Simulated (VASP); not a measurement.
An input for Quantum ESPRESSO's pw.x (written as the equivalent of a VASP run, and not itself run):

```
&CONTROL
  calculation = 'vc-relax'
  pseudo_dir = './pseudo'
  outdir = './out'
  tprnfor = .true.
  tstress = .true.
  nstep = 60
  forc_conv_thr = 0.00078
/
&SYSTEM
  ibrav = 0
  nat = 6
  ntyp = 2
  ecutwfc = 92
  occupations = 'smearing'
  smearing = 'methfessel-paxton'
  degauss = 0.00735
  input_dft = 'pbesol'
/
&ELECTRONS
  conv_thr = 7.3e-08
  electron_maxstep = 100
/
&IONS
/
&CELL
/
ATOMIC_SPECIES
  Al 26.982 Al.upf
  Cu 63.546 Cu.upf
CELL_PARAMETERS angstrom
    -3.0348920    3.0348920    2.3511257
     3.0348920   -3.0348920    2.3511257
     3.0348920    3.0348920   -2.3511257
ATOMIC_POSITIONS crystal
  Al   0.6572560  0.1572560  0.8145121
  Al   0.1572560  0.3427440  0.5000000
  Al   0.8427440  0.6572560  0.5000000
  Al   0.3427440  0.8427440  0.1854879
  Cu   0.7500000  0.7500000  1.0000000
  Cu   0.2500000  0.2500000  1.0000000
K_POINTS automatic
  8 8 8 0 0 0
```

### Question
Write the VASP files for the same calculation (PBEsol).

### Answer
Several could match; the one computed here: 
INCAR:
```
# general
SYSTEM   =  Al2Cu
PREC     =  Accurate
ENCUT    =  400
LREAL    =  .FALSE.   # projection in real space or not
LASPH    =  .TRUE.   # aspherical one-centre terms

# electronic loop
EDIFF    =  1E-6   # SCF stop (eV)
NELM     =  100   # most electronic steps
ALGO     =  Normal
LMAXMIX  =  4   # l cut-off of mixed one-centre charges

# smearing
ISMEAR   =  1
SIGMA    =  0.1   # width (eV)

# functional
GGA      =  PS   # PBEsol

# ions
IBRION   =  2
NSW      =  60
ISIF     =  3
EDIFFG   =  -0.02

# output
LWAVE    =  .FALSE.
LCHARG   =  .FALSE.
```

### POSCAR
```
Al2Cu
1.0
 -3.0348920307   3.0348920307   2.3511257015
  3.0348920307  -3.0348920307   2.3511257015
  3.0348920307   3.0348920307  -2.3511257015
Al Cu
4 2
Cart
  0.9545102558   3.9894022865   0.0000000002
  2.0803817746   0.9545102561   0.0000000000
  0.9545102561   2.0803817746   2.3511257015
  2.0803817749  -0.9545102558   2.3511257013
  3.0348920307   3.0348920307   1.1755628507
  3.0348920307   3.0348920307  -1.1755628507
```

File KPOINTS:
```
Automatic
0
gamma
 8 8 8
```

POTCAR, in this order: Al Cu (PBE.64 set). Program: vasp_std.

Limits of the translation: the potentials are each code's own (VASP's PAW set, PseudoDojo norm-conserving files in pw.x), so ENCUT and ecutwfc are chosen apart and not converted; conv_thr bounds pw.x's estimated SCF error, while EDIFF bounds the energy change between steps; forc_conv_thr acts on force components and is met together with etot_conv_thr.

The compound is Al2Cu in the sg140 structure. This run relaxes it. Symmetry was kept, so distortions that lower it aren't found. The start is the result of an earlier pass.
